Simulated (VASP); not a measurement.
# WC4 with TPSS + D4: from relaxation to properties, part 3 of 4

What structure does WC4 take at this level, and what are its properties? The cell is invented: other elements were put on sites of a known structure type. It may not be a known or stable phase.

VASP 6.6.1; TPSS with D4; plane waves and PAW (W, C); invented cell.

So far. Step 3 (Relaxing cell and atoms (TPSS + D4)): It ends with a largest force of 0.003 eV/Å and a pressure of 0.06 GPa. Step 4 (Second relaxation): It ends with a largest force of 0.004 eV/Å and a pressure of 0.06 GPa. The volume moved by under 0.01 %: the run met its threshold at the first step. The relaxed cell has a, b, c = 2.604, 4.431, 7.248 Å (conventional setting).

## 5. Single point with fields (TPSS + D4)

A single point on the relaxed cell gives a clean self-consistent state, with density, ELF and potential written out.

The input, INCAR:

```
SYSTEM = WC4
PREC = Accurate
ENCUT = 520
EDIFF = 1E-06
NELM = 100
ISMEAR = -1
SIGMA = 0.05
LREAL = .FALSE.
ALGO = Normal
METAGGA = TPSS
IVDW = 13
LASPH = .TRUE.
NBANDS = 17
LORBIT = 11
LWAVE = .FALSE.
LCHARG = .TRUE.
ISIF = 2
LELF = .TRUE.
LVHAR = .TRUE.
```

The input, POSCAR:

```
WC4
1.0
   -1.3020519941      3.6240980306      2.2157383909
    1.3020519941     -3.6240980306      2.2157383909
    1.3020519941      3.6240980306     -2.2157383909
W C
1 4
Direct
    0.0000000000      0.0000000000      0.0000000000
    0.0897300464      0.3346897614      0.7550402950
    0.9102699536      0.6653102386      0.2449597050
    0.4203505335      0.6653102386      0.7550402950
    0.5796494665      0.3346897614      0.2449597050
```

The input, KPOINTS:

```
Automatic mesh
0
Gamma
8 8 8
0 0 0
```

Potentials, in the order of the species: W and C (PBE family, release 64).

Launch:

```sh
$ mpirun -np 2 vasp_std
```

Log:

```text
[banner, memory and clock lines left out]
running    2 mpi-ranks, on    1 nodes
 distrk:  each k-point on    2 cores,    1 groups
 distr:  one band on    1 cores,    2 groups

 POSCAR found type information on POSCAR W C
 POSCAR found :  2 types and       5 ions
 [... a notice as in an earlier step ...]

 LDA part: xc-table for (None), standard interpolation
|                                                                             |
|           W    W    AA    RRRRR   N    N  II  N    N   GGGG   !!!           |
|           W    W   A  A   R    R  NN   N  II  NN   N  G    G  !!!           |
|           W    W  A    A  R    R  N N  N  II  N N  N  G       !!!           |
|           W WW W  AAAAAA  RRRRR   N  N N  II  N  N N  G  GGG   !            |
|           WW  WW  A    A  R   R   N   NN  II  N   NN  G    G                |
|           W    W  A    A  R    R  N    N  II  N    N   GGGG   !!!           |
|                                                                             |
|     The number of bands has been changed from the values supplied in        |
|     The orbitals not found in the WAVECAR file will be initialized with     |
|     random numbers, which is usually adequate. For correlated               |
|     calculations, however, you should redo the groundstate calculation.     |
|     I found NBANDS = 17. Now, NBANDS = 18.                                  |
|                                                                             |

 POSCAR, INCAR and KPOINTS ok, starting setup
 FFT: planning ... GRIDC
 FFT: planning ... GRID_SOFT
 FFT: planning ... GRID
 WAVECAR not read
 entering main loop
       N       E                     dE             d eps       ncg     rms          rms(c)
DAV:   1     0.924906583673E+02    0.92491E+02   -0.11557E+04  3428   0.120E+03
DAV:   2    -0.357004474557E+02   -0.12819E+03   -0.12427E+03  4360   0.299E+02
DAV:   3    -0.424796146654E+02   -0.67792E+01   -0.67073E+01  4602   0.609E+01
DAV:   4    -0.425572235194E+02   -0.77609E-01   -0.77340E-01  4594   0.698E+00
DAV:   5    -0.425580737672E+02   -0.85025E-03   -0.84984E-03  4632   0.713E-01    0.269E+01
DAV:   6    -0.518330683233E+02   -0.92750E+01   -0.31031E+01  3616   0.588E+01    0.120E+01
DAV:   7    -0.515937018534E+02    0.23937E+00   -0.13300E+00  4348   0.703E+00    0.572E+00
DAV:   8    -0.515580119772E+02    0.35690E-01   -0.36295E-01  4456   0.392E+00    0.394E+00
DAV:   9    -0.515670406833E+02   -0.90287E-02   -0.11758E-01  4568   0.204E+00    0.846E-01
DAV:  10    -0.515565722152E+02    0.10468E-01   -0.23503E-02  4480   0.967E-01    0.386E-01
DAV:  11    -0.515571296251E+02   -0.55741E-03   -0.64545E-03  4518   0.466E-01    0.761E-02
DAV:  12    -0.515569905468E+02    0.13908E-03   -0.47715E-04  4152   0.154E-01    0.335E-02
DAV:  13    -0.515570115443E+02   -0.20997E-04   -0.10569E-04  4034   0.616E-02    0.178E-02
DAV:  14    -0.515570174454E+02   -0.59011E-05   -0.10041E-05  4324   0.229E-02    0.122E-02
DAV:  15    -0.515570183062E+02   -0.86076E-06   -0.27404E-06  4142   0.110E-02
   1 F= -.53527236E+02 E0= -.53522421E+02  d E =-.962886E-02
```

Elapsed: 96 s, on 2 MPI ranks of Intel Xeon 6975P-C (Granite Rapids), shared host; peak memory 0.38 GiB; 3.2 min of CPU time.

From OUTCAR (step 5):

```text
   k-points           NKPTS =     95   k-points in BZ     NKDIM =     95   number of bands    NBANDS=     18

   NELECT =      22.0000    total number of electrons

 E-fermi :   9.8615

 k-point     4 :       0.3750    0.0000   -0.0000
  band No.  band energies     occupation
    ...
      6       0.9513      2.00000
      7       1.3545      2.00000
      8       2.3003      2.00000
      9       4.0028      2.00000
     10       7.4481      2.00000
     11      10.9677      0.00000
     12      10.9788      0.00000
     13      12.0028      0.00000
     14      12.2305      0.00000
     15      12.6815      0.00000
    ...

  DFT-D4 for vdW energy calculation

  Edisp (eV):   -1.97022

  Total      -0.00378     0.04604     0.00250     0.00000     0.00000     0.00000
  in kB      -0.14489     1.76390     0.09594     0.00000     0.00000     0.00000
  external pressure =        0.57 kB  Pullay stress =        0.00 kB

 POSITION                                       TOTAL-FORCE (eV/Angst)
 -----------------------------------------------------------------------------------
      0.00000      0.00000      0.00000        -0.000000      0.000000     -0.000000
      1.30205      1.84858     -0.73257        -0.000000      0.003563      0.000176
     -0.00000      1.77552      2.94831         0.000000     -0.003563     -0.000176
      1.30205      1.84858      0.73257        -0.000000      0.003563     -0.000176
     -0.00000      1.77552      1.48317         0.000000     -0.003563      0.000176
 -----------------------------------------------------------------------------------
    total drift:                                0.000000      0.000000      0.000000

  FREE ENERGIE OF THE ION-ELECTRON SYSTEM (eV)
  ---------------------------------------------------
  free  energy   TOTEN  =       -53.5272357481 eV

  energy  without entropy=      -53.5176068904  energy(sigma->0) =      -53.52242132

[... 13 parts as in an earlier step ...]

[... 3 further parts left out ...]
```

Numbers from this step:

| Property | Result |
| --- | --- |
| SCF cycles | 15 |
| bands | 18 |
| pressure | 0.05716 GPa |

Valence electrons inside each PAW sphere by angular momentum. Sphere charges, by row:

| atom | s (e) | p (e) | d (e) | tot (e) |
| --- | --- | --- | --- | --- |
| W1 | 0.532 | 0.595 | 4.575 | 5.702 |
| C2 | 0.834 | 1.731 | 0 | 2.565 |
| C3 | 0.834 | 1.731 | 0 | 2.565 |
| C4 | 0.834 | 1.731 | 0 | 2.565 |
| C5 | 0.834 | 1.731 | 0 | 2.565 |

Electrostatic potential energy in the ac plane of the cell as run, not the conventional one, at fractional y = 0.335, with atoms of C within 0.2 Å of it. With pseudopotentials it is smooth inside the atoms' cores, unlike the true potential.

Values in eV, 14 rows by 14 columns, each cell a mean:
```
-12 -10  -6  -2   0   2   2   2   1  -1  -4  -8 -10 -11
-37 -35 -20  -4   0   2   2   2   2   1  -1  -4  -8 -17
-43 -31 -40 -14  -2   1   2   2   2   2   1  -1  -6 -23
-41 -26 -39 -26  -5   0   2   2   2   2   1   0  -3 -15
-25 -39 -43 -23  -8  -3   0   1   2   1   1   0  -2  -6
 -7 -14 -17 -12 -10  -7  -3   0   1   1   0  -1  -2  -3
 -6  -6  -7  -9 -10 -10  -6  -3  -1   0  -1  -2  -3  -5
-10 -10  -8  -7  -9 -10 -10  -9  -6  -3  -2  -3  -6  -8
-16 -16 -13  -9  -7  -9 -19 -34 -31 -14  -5  -4  -8 -12
-18 -19 -17 -12  -7  -8 -29 -43 -34 -37 -13  -6  -9 -14
-19 -20 -18 -14  -8  -6 -24 -41 -19 -42 -24  -7  -8 -13
-15 -17 -16 -12  -7  -4  -9 -29 -43 -42 -23  -8  -7 -10
-10 -12 -11  -8  -4  -1  -2  -7 -16 -18 -13 -10  -8  -8
 -7  -7  -6  -4  -2   0   1   0  -2  -5  -8 -10 -10  -8
```
Columns run along a (4.4 Å; values clipped at the 3rd and 97th percentile), rows up along c (4.4 Å). Atoms in or near the plane, at fractional coordinates: C at (0.09, 0.76), C at (0.58, 0.24).

ELF in the ac plane of the cell as run, not the conventional one, at fractional y = 0.335, with atoms of C within 0.2 Å of it. It is the smooth field of the valence electrons, not physical close to the nuclei.

Values, 14 rows by 14 columns, each cell a mean:
```
0.70 0.66 0.58 0.41 0.31 0.21 0.11 0.10 0.18 0.35 0.45 0.49 0.60 0.71
0.64 0.61 0.71 0.60 0.34 0.14 0.06 0.04 0.07 0.16 0.29 0.44 0.63 0.75
0.35 0.19 0.50 0.70 0.49 0.18 0.05 0.04 0.06 0.10 0.17 0.33 0.57 0.69
0.43 0.12 0.32 0.73 0.65 0.34 0.12 0.07 0.09 0.13 0.16 0.24 0.47 0.67
0.66 0.48 0.54 0.78 0.73 0.49 0.24 0.13 0.12 0.18 0.21 0.24 0.39 0.61
0.58 0.61 0.64 0.73 0.68 0.52 0.37 0.25 0.17 0.20 0.27 0.33 0.37 0.45
0.35 0.38 0.43 0.52 0.52 0.50 0.51 0.44 0.33 0.27 0.31 0.40 0.43 0.39
0.30 0.23 0.26 0.38 0.48 0.60 0.68 0.65 0.57 0.48 0.39 0.41 0.45 0.42
0.35 0.21 0.16 0.25 0.43 0.66 0.75 0.66 0.62 0.68 0.56 0.38 0.37 0.42
0.29 0.19 0.11 0.13 0.30 0.62 0.69 0.36 0.22 0.54 0.65 0.41 0.27 0.29
0.16 0.16 0.17 0.16 0.23 0.55 0.70 0.37 0.07 0.35 0.63 0.47 0.26 0.19
0.11 0.13 0.29 0.39 0.32 0.42 0.68 0.67 0.49 0.59 0.71 0.54 0.34 0.22
0.20 0.15 0.29 0.50 0.46 0.36 0.48 0.63 0.70 0.77 0.76 0.58 0.43 0.35
0.43 0.32 0.29 0.40 0.45 0.33 0.25 0.35 0.52 0.66 0.67 0.53 0.49 0.52
```
Columns run along a (4.4 Å), rows up along c (4.4 Å). Atoms in or near the plane, at fractional coordinates: C at (0.09, 0.76), C at (0.58, 0.24).

Valence density in the ac plane of the cell as run, not the conventional one, at fractional y = 0.335, with atoms of C within 0.2 Å of it. It is the smooth field of the valence electrons, not physical close to the nuclei.

Ten even steps from '_' (0.0 e/Å³) to '@' (1.7 e/Å³), each cell a mean:
```
++==::..__________....--==++
%%##++::______________::--**
@@@@%%==..____________..--**
%%%%@@##--..____________..==
**%%@@##==..____________..::
--==++++==::..__________....
::::----==--::....____......
::::::::--======::........::
--::::::::==**##**==::..::::
----::..::--##@@%%##==::::::
::--::::..::**@@%%@@**--::::
::::--::....--**@@@@##--::::
....::::......::++****==--::
::::......____....--====----
```
Columns run along a (4.4 Å), rows up along c (4.4 Å). Atoms in or near the plane, at fractional coordinates: C at (0.09, 0.76), C at (0.58, 0.24).

In this run the pressure is 0.06 GPa, small enough to go on.

## 6. Bands along the symmetry lines (TPSS + D4)

Levels along the symmetry lines show where the bands peak and cross; KPOINTS_OPT computes them in the converged potential.

INCAR, as its differences from that of step 5:

```diff
@@ -12,8 +12,6 @@
 LASPH = .TRUE.
-NBANDS = 17
+NBANDS = 26
 LORBIT = 11
 LWAVE = .FALSE.
-LCHARG = .TRUE.
-ISIF = 2
-LELF = .TRUE.
-LVHAR = .TRUE.
+LCHARG = .FALSE.
+KPAR = 2
```

POSCAR is that of step 5.

KPOINTS is that of step 5.

The input, KPOINTS_OPT:

```
Line mode
16
Line-mode
Reciprocal
  0.00000000   0.00000000   0.00000000 GAMMA
  0.28226984  -0.28226984  -0.28226984 X

  0.28226984  -0.28226984  -0.28226984 X
  0.12571936  -0.43882031  -0.12571936 L

  0.12571936  -0.43882031  -0.12571936 L
  0.00000000  -0.50000000   0.00000000 T

  0.00000000  -0.50000000   0.00000000 T
 -0.25000000  -0.25000000  -0.25000000 W

 -0.25000000  -0.25000000  -0.25000000 W
  0.00000000   0.00000000  -0.50000000 R

  0.00000000   0.00000000  -0.50000000 R
 -0.28226984   0.28226984  -0.71773016 X1

 -0.28226984   0.28226984  -0.71773016 X1
 -0.50000000   0.50000000  -0.50000000 Z

 -0.50000000   0.50000000  -0.50000000 Z
  0.00000000   0.00000000   0.00000000 GAMMA

  0.00000000   0.00000000   0.00000000 GAMMA
 -0.34344953  -0.34344953   0.34344953 Y

 -0.34344953  -0.34344953   0.34344953 Y
 -0.50000000   0.00000000   0.00000000 S

 -0.50000000   0.00000000   0.00000000 S
 -0.25000000  -0.25000000  -0.25000000 W

 -0.12571936  -0.56117969   0.12571936 L1
 -0.34344953  -0.34344953   0.34344953 Y

 -0.65655047   0.34344953  -0.34344953 Y1
 -0.50000000   0.50000000  -0.50000000 Z
```

Launch:

```sh
$ mpirun -np 2 vasp_std
```

Log:

```text
[... set-up lines as in an earlier step ...]
 entering main loop
       N       E                     dE             d eps       ncg     rms          rms(c)
DAV:   1     0.762009689851E+02    0.76201E+02   -0.10887E+04  4940   0.837E+02
DAV:   2    -0.373105430876E+02   -0.11351E+03   -0.10685E+03  6172   0.220E+02
DAV:   3    -0.425191968025E+02   -0.52087E+01   -0.51387E+01  6304   0.400E+01
DAV:   4    -0.425577867318E+02   -0.38590E-01   -0.38545E-01  6028   0.397E+00
DAV:   5    -0.425580843154E+02   -0.29758E-03   -0.29751E-03  6232   0.326E-01    0.269E+01
DAV:   6    -0.518336294279E+02   -0.92755E+01   -0.28246E+01  5118   0.407E+01    0.115E+01
DAV:   7    -0.515900386571E+02    0.24359E+00   -0.97184E-01  5812   0.507E+00    0.606E+00
DAV:   8    -0.515559577264E+02    0.34081E-01   -0.25528E-01  6174   0.264E+00    0.405E+00
DAV:   9    -0.515686333251E+02   -0.12676E-01   -0.82148E-02  6338   0.138E+00    0.907E-01
DAV:  10    -0.515565659245E+02    0.12067E-01   -0.19242E-02  6090   0.704E-01    0.444E-01
DAV:  11    -0.515572305325E+02   -0.66461E-03   -0.56406E-03  5846   0.354E-01    0.110E-01
DAV:  12    -0.515569932809E+02    0.23725E-03   -0.55612E-04  5644   0.130E-01    0.287E-02
DAV:  13    -0.515570111116E+02   -0.17831E-04   -0.63793E-05  5672   0.377E-02    0.168E-02
DAV:  14    -0.515570177004E+02   -0.65888E-05   -0.15125E-05  5452   0.198E-02    0.131E-02
DAV:  15    -0.515570183636E+02   -0.66325E-06   -0.20904E-06  5630   0.779E-03
   1 F= -.53527236E+02 E0= -.53522422E+02  d E =-.962808E-02
 Start KPOINTS_OPT (optional k-point list driver)
k-point batch [1-95\208]
       N       E                     dE             ncg
DAV:   1     0.935019769361E+04   -0.79109E+05     4940
DAV:   2    -0.141639144782E+03   -0.94918E+04     6126
DAV:   3    -0.531192469961E+03   -0.38955E+03     6298
DAV:   4    -0.534129273093E+03   -0.29368E+01     6286
DAV:   5    -0.534156712310E+03   -0.27439E-01     6372
DAV:   6    -0.534157208990E+03   -0.49668E-03     6654
DAV:   7    -0.534157215329E+03   -0.63396E-05     5546
DAV:   8    -0.534157215619E+03   -0.28979E-06     4772
[...]
k-point batch [191-208\208]
       N       E                     dE             ncg
DAV:   1     0.413060331387E+05   -0.65325E+04      936
DAV:   2     0.392096931263E+05   -0.20963E+04     1164
DAV:   3     0.391166704567E+05   -0.93023E+02     1192
DAV:   4     0.391160067751E+05   -0.66368E+00     1150
DAV:   5     0.391160022645E+05   -0.45106E-02     1174
DAV:   6     0.391160022109E+05   -0.53557E-04     1212
DAV:   7     0.391160022102E+05   -0.72215E-06     1026
```

Wall time 4 min (2 MPI ranks); peak memory 0.61 GiB; 7.9 min of CPU time.

Parts of OUTCAR (step 6):

```text
   k-points           NKPTS =     95   k-points in BZ     NKDIM =     95   number of bands    NBANDS=     26

   NELECT =      22.0000    total number of electrons

 E-fermi :   9.8616

 k-point     1 :       0.0000    0.0000    0.0000
  band No.  band energies     occupation
    ...
      6       2.3364      2.00000
      7       3.5548      2.00000
      8       3.7135      2.00000
      9       4.0716      2.00000
     10       5.0373      2.00000
     11      10.7973      0.00000
     12      11.4061      0.00000
     13      11.8277      0.00000
     14      12.1170      0.00000
     15      12.2953      0.00000
    ...

  DFT-D4 for vdW energy calculation

  Edisp (eV):   -1.97022

  Total      -0.00385     0.04584     0.00177     0.00000     0.00000    -0.00000
  in kB      -0.14740     1.75608     0.06772     0.00000     0.00000    -0.00000
  external pressure =        0.56 kB  Pullay stress =        0.00 kB

 POSITION                                       TOTAL-FORCE (eV/Angst)
 -----------------------------------------------------------------------------------
      0.00000      0.00000      0.00000         0.000000      0.000000      0.000000
      1.30205      1.84858     -0.73257        -0.000000      0.003542      0.000171
     -0.00000      1.77552      2.94831         0.000000     -0.003542     -0.000171
      1.30205      1.84858      0.73257        -0.000000      0.003542     -0.000171
     -0.00000      1.77552      1.48317         0.000000     -0.003542      0.000171
 -----------------------------------------------------------------------------------
    total drift:                                0.000000      0.000000      0.000000

  FREE ENERGIE OF THE ION-ELECTRON SYSTEM (eV)
  ---------------------------------------------------
  free  energy   TOTEN  =       -53.5272358055 eV

  energy  without entropy=      -53.5176077212  energy(sigma->0) =      -53.52242176

[... 8 parts as in an earlier step ...]

[... 8 further parts left out ...]
```

Spin-orbit coupling is off here; with elements this heavy it splits and shifts levels by tenths of an eV or more.

This step gave:

```
bands        : 26
Fermi energy : 9.862 eV
pressure     : 0.05588 GPa
```

The electronic bands at the labelled points (eV, zero at the Fermi level; # counts the bands kept, so #1 is VASP's band 6):

| point | #3 | #4 | #5 | #6 | #7 | #8 | #9 | #10 |
| --- | --- | --- | --- | --- | --- | --- | --- | --- |
| Γ | -6.15 | -5.79 | -4.82 | 0.94 | 1.54 | 1.97 | 2.26 | 2.43 |
| 0.47 of the way | -5.69 | -5.38 | -2.79 | 0.20 | 0.66 | 1.42 | 2.18 | 2.45 |
| X | -6.95 | -4.48 | -4.37 | -0.56 | 2.15 | 2.42 | 2.42 | 4.89 |
| 0.47 of the way | -7.10 | -4.60 | -3.99 | -0.67 | 1.33 | 2.18 | 3.15 | 4.72 |
| L | -7.36 | -4.97 | -2.94 | -1.21 | 0.54 | 1.42 | 3.34 | 3.86 |
| 0.47 of the way | -7.02 | -5.53 | -2.06 | -1.73 | 0.22 | 0.68 | 2.83 | 4.36 |
| T | -6.37 | -6.13 | -2.02 | -1.46 | 0.08 | 0.10 | 2.64 | 4.37 |
| 0.53 of the way | -6.47 | -5.81 | -2.82 | -1.67 | 0.68 | 0.75 | 2.97 | 3.38 |
| W | -6.54 | -5.43 | -3.52 | -1.68 | 0.99 | 1.69 | 2.11 | 3.50 |
| 0.53 of the way | -6.41 | -5.46 | -2.50 | -1.13 | -0.07 | 1.26 | 3.73 | 5.08 |
| R | -6.13 | -5.62 | -1.29 | -1.01 | -0.60 | 0.55 | 5.01 | 5.07 |
| 0.53 of the way | -6.69 | -5.27 | -2.97 | -0.78 | 1.09 | 1.26 | 3.83 | 5.23 |
| X1 | -6.95 | -4.48 | -4.37 | -0.56 | 2.15 | 2.42 | 2.42 | 4.89 |
| 0.47 of the way | -6.76 | -4.53 | -2.46 | -1.90 | -0.59 | 2.00 | 4.52 | 4.65 |
| Z | -6.08 | -5.80 | -1.71 | -1.06 | -0.50 | 1.68 | 2.80 | 2.98 |
| 0.53 of the way | -6.21 | -5.60 | -3.83 | 0.66 | 0.67 | 1.65 | 2.09 | 2.68 |
| Γ | -6.15 | -5.79 | -4.82 | 0.94 | 1.54 | 1.97 | 2.26 | 2.43 |
| 0.47 of the way | -7.28 | -5.65 | -3.28 | 0.58 | 1.91 | 1.97 | 2.07 | 3.32 |
| Y | -7.32 | -5.74 | -1.14 | -0.52 | 0.61 | 1.74 | 2.56 | 2.68 |
| 0.47 of the way | -7.79 | -5.79 | -1.59 | 0.22 | 0.92 | 2.01 | 2.58 | 2.76 |
| S | -8.07 | -5.89 | -1.85 | 0.97 | 1.17 | 2.22 | 2.37 | 2.93 |
| 0.47 of the way | -8.39 | -3.03 | -2.97 | -1.65 | 1.25 | 1.28 | 2.76 | 2.84 |
| W | -6.54 | -5.43 | -3.52 | -1.68 | 0.99 | 1.69 | 2.11 | 3.50 |
| jump to L1 | -7.36 | -4.97 | -2.94 | -1.21 | 0.54 | 1.42 | 3.34 | 3.86 |
| 0.47 of the way | -7.26 | -3.05 | -2.88 | -1.43 | -0.86 | 2.41 | 3.22 | 3.48 |
| Y | -7.32 | -5.74 | -1.14 | -0.52 | 0.61 | 1.74 | 2.56 | 2.68 |

Of the projections kept (W, C), the largest for each band there; the rest of the weight can lie on other orbitals:

| point | #3 | #4 | #5 | #6 | #7 | #8 | #9 | #10 |
| --- | --- | --- | --- | --- | --- | --- | --- | --- |
| Γ | C 0.72 | C 0.68 | W 0.87 | W 0.90 | W 0.77 | C 0.94 | W 0.93 | W 0.95 |
| X | C 0.56 | W 0.81 | W 0.52 | W 0.92 | C 0.59 | W 0.63 | W 0.90 | W 0.65 |
| L | C 0.64 | W 0.74 | C 0.52 | W 0.83 | W 0.78 | W 0.65 | C 0.81 | W 0.77 |
| T | C 0.75 | W 0.78 | W 0.82 | C 0.86 | W 0.82 | W 0.88 | C 0.96 | W 0.50 |
| W | C 0.70 | W 0.79 | C 0.52 | W 0.86 | C 0.64 | W 0.74 | W 0.87 | C 0.72 |
| R | C 0.75 | W 0.77 | C 0.86 | W 0.90 | W 0.81 | W 0.88 | W 0.60 | W 0.78 |

There is no gap at this level.

[end of part 3 of 4]

[Lines on the potential files, build, host, timing and source positions are cut from VASP's logs without a mark.]

[Logs are printed without paths, hosts, clocks, repeated set-up lines and the standing remarks that a program may print on its own settings, such as how far it seeks lower states.]

[Hosts, paths, dates, database ids (printed as entryN), source tags and the programs' standing remarks are cut or masked in the printed files.]

[A measured line is paired with the nearest computed mode of its activity, which favours agreement.]
